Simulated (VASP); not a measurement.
Here is the system:

```
RbCl
1.0
    0.00000     3.32436     3.32436
    3.32436     0.00000     3.32436
    3.32436     3.32436     0.00000
Rb Cl
1 1
Direct
  0.00000   0.00000   0.00000
  0.50000   0.50000   0.50000
```

These are vdW-DF-cx, VASP's PBE PAW potentials (set 64) (plane waves; VASP 6.6.1) values and carry that method's errors. Settings: 520 eV cut-off, 7×7×7 Γ-centred mesh, Gaussian smearing of 0.050 eV, potentials Rb_sv Cl.

Problem. What does the run give for the energy per atom (σ→0), band gap (on the k-mesh) with the smallest direct gap where there is one?

Solution. 
```json
{
  "band gap (on the k-mesh)": "5.01 eV",
  "smallest direct gap (on the k-mesh)": "5.01 eV",
  "energy per atom (σ→0)": "-1.469 eV/atom"
}
```

Only differences to runs with the same potentials and settings are physical.

The compound is RbCl in the rock salt structure. This cell is one point of a volume scan, at 1.03 of the reference volume.
